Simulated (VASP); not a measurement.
Calculation: PBE GGA, VASP's PBE PAW potentials (set 64) (plane waves; VASP).

The input files of a VASP run:

### KPOINTS
```
Automatic mesh
0
Gamma
10 10 10
0 0 0
```

### INCAR
```
! general
SYSTEM  = SbPd
PREC    = Accurate
ENCUT   = 400
LREAL   = F
LASPH   = T

! electronic loop
EDIFF   = 1E-6   ! SCF stop (eV)
NELM    = 100
ALGO    = Normal   ! blocked Davidson
LMAXMIX = 4   ! l cut-off of mixed one-centre charges

! smearing
ISMEAR  = 1   ! Methfessel-Paxton
SIGMA   = 0.1

! functional
GGA     = PE   ! PBE

! ions
ISIF    = 2   ! forces and stress, cell fixed

! output
LWAVE   = F
LCHARG  = F
```

### POSCAR
```
SbPd
1
    0.0000000000     2.9347590000     2.9347590000
    2.9347590000     0.0000000000     2.9347590000
    2.9347590000     2.9347590000     0.0000000000
Sb Pd
1 1
Direct
  0.0000000000   0.0000000000   0.0000000000
  0.5000000000   0.5000000000   0.5000000000
```

POTCAR, in this order: Sb Pd (PBE.64 set). Program: vasp_std.

Output

File OSZICAR:
```
       N       E                     dE             d eps       ncg     rms          rms(c)
DAV:   1     0.555413929860E+02    0.55541E+02   -0.51162E+03  1042   0.874E+02
DAV:   2    -0.772237154299E+01   -0.63264E+02   -0.57589E+02  1163   0.185E+02
DAV:   3    -0.957478207935E+01   -0.18524E+01   -0.18236E+01  1153   0.347E+01
DAV:   4    -0.959050414052E+01   -0.15722E-01   -0.15718E-01  1169   0.348E+00
DAV:   5    -0.959074840452E+01   -0.24426E-03   -0.24426E-03  1177   0.472E-01    0.345E+00
DAV:   6    -0.953777629078E+01    0.52972E-01   -0.19519E-01  1106   0.464E+00    0.176E+00
DAV:   7    -0.952282680584E+01    0.14949E-01   -0.80594E-02  1055   0.244E+00    0.116E+00
DAV:   8    -0.951674420162E+01    0.60826E-02   -0.34890E-02  1088   0.197E+00    0.236E-01
DAV:   9    -0.951672402068E+01    0.20181E-04   -0.64276E-04  1112   0.206E-01    0.941E-02
DAV:  10    -0.951675800019E+01   -0.33980E-04   -0.62824E-05  1160   0.709E-02    0.124E-02
DAV:  11    -0.951675971739E+01   -0.17172E-05   -0.59451E-06  1144   0.273E-02    0.440E-03
DAV:  12    -0.951675908723E+01    0.63016E-06   -0.69958E-07   607   0.785E-03
   1 F= -.95167591E+01 E0= -.95164621E+01  d E =-.890880E-03
```

### OUTCAR
```
------------------------ aborting loop because EDIFF is reached ----------------------------------------
  FORCE on cell =-STRESS in cart. coord.  units (eV):
  Direction    XX          YY          ZZ          XY          YZ          ZX
  --------------------------------------------------------------------------------------
  Total       -3.4578130     -3.4578130     -3.4578130      0.0000000      0.0000000      0.0000000
  in kB     -109.5884429   -109.5884429   -109.5884429      0.0000000      0.0000000      0.0000000
  external PRESSURE =    -109.5884429 kB  Pullay stress =       0.0000000 kB
  volume of cell :       50.55
      direct lattice vectors                 reciprocal lattice vectors
     0.000000000  2.934759000  2.934759000    -0.170371741  0.170371741  0.170371741
     2.934759000  0.000000000  2.934759000     0.170371741 -0.170371741  0.170371741
     2.934759000  2.934759000  0.000000000     0.170371741  0.170371741 -0.170371741
 POSITION                                       TOTAL-FORCE (eV/Angst)
 -----------------------------------------------------------------------------------
      0.00000      0.00000      0.00000         0.000000     -0.000000     -0.000000
      2.93476      2.93476      2.93476        -0.000000      0.000000      0.000000
 -----------------------------------------------------------------------------------
    total drift:                                0.000000      0.000000      0.000000
  FREE ENERGIE OF THE ION-ELECTRON SYSTEM (eV)
  ---------------------------------------------------
  free  energy   TOTEN  =        -9.5167590872 eV

  energy  without entropy=       -9.5158682073  energy(sigma->0) =       -9.51646213
```
(Selected blocks of OUTCAR.)

The structure was generated: SbPd was put into the rocksalt type (Fm-3m), which need not be its known phase. The cell was not relaxed at this level. The electron count is odd and the run is not spin-polarised, which forces a metal.
